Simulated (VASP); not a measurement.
Write the native input for VASP 6.6.1 that does the following.

* Task: vibrations by finite differences
* Functional: PBE
* Potentials or basis: VASP PAW PBE potentials, release 64 (Pt)
* Cutoff: 520 eV
* k mesh: 18 × 18 × 18
* Occupations: methfessel-paxton, width 0.2 eV
* Spin: no spin polarisation
* Ions in elastic constants: relaxed
* Further INCAR settings: ALGO = Fast; EDIFF = 1e-08; NBANDS = 11; IBRION = 6; POTIM = 0.015; NSW = 1; ISIF = 3

The structure of Pt lies in POSCAR:

```
Pt                                      
1.0
    0.0000000000      1.9836291765      1.9836291765
    1.9836291765      0.0000000000      1.9836291765
    1.9836291765      1.9836291765      0.0000000000
  Pt            
     1
Direct
     0.0000000000000000    0.0000000000000000    0.0000000000000000
```

One way to write it, as run:

INCAR

```
SYSTEM = Pt
PREC = Accurate
ENCUT = 520
EDIFF = 1E-8
ISMEAR = 1
SIGMA = 0.2
LREAL = .FALSE.
LASPH = .TRUE.
NELM = 80
ALGO = Fast
ISIF = 3
LWAVE = .FALSE.
LCHARG = .FALSE.
GGA = PE
NBANDS = 11
IBRION = 6
NFREE = 2
POTIM = 0.015
NSW = 1
```

KPOINTS

```
regular mesh
0
G
  18 18 18
  0 0 0
```

Potentials or basis: VASP PAW PBE potentials, release 64 (Pt).

The run is started by

```console
$ cat potpaw_PBE.64/Pt/POTCAR > POTCAR
$ mpirun -np 1 vasp_std > vasp.out
```

It gave:

```
Elastic constants C11, C12, C44 : 307, 220, 59 GPa
Voigt bulk modulus              : 249 GPa
```

Caveat: elastic constants of metals need much finer meshes, so these are rough.

Wall time 15 min on 1 thread of Intel(R) Xeon(R) Platinum 8488C (Sapphire Rapids) (shared host), peak memory 0.58 GiB.
